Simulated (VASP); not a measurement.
For cubic KF (rock salt), PBE GGA, VASP's PBE PAW potentials (set 64) run with VASP gives ε∞ = 1.96, a static ε₀ = 6.39 and a transverse optical mode at 167 cm⁻¹.

Q: Estimate the longitudinal optical frequency at Γ.

A: By the Lyddane-Sachs-Teller relation, ω_LO = ω_TO √(ε₀/ε∞) = 167 × √(6.39/1.96) = 302 cm⁻¹.

Measured: ε∞ 1.84 at 297 K (computed value off by +6.2 %), as given by H. H. Li, Journal of Physical and Chemical Reference Data (1976), doi:10.1063/1.555536 [long-wavelength limit of the electronic terms of a dispersion formula fitted to measured refractive indices over 0.15-22.0 um; lattice terms left out].

The compound is KF in the rock salt structure. It was relaxed first.
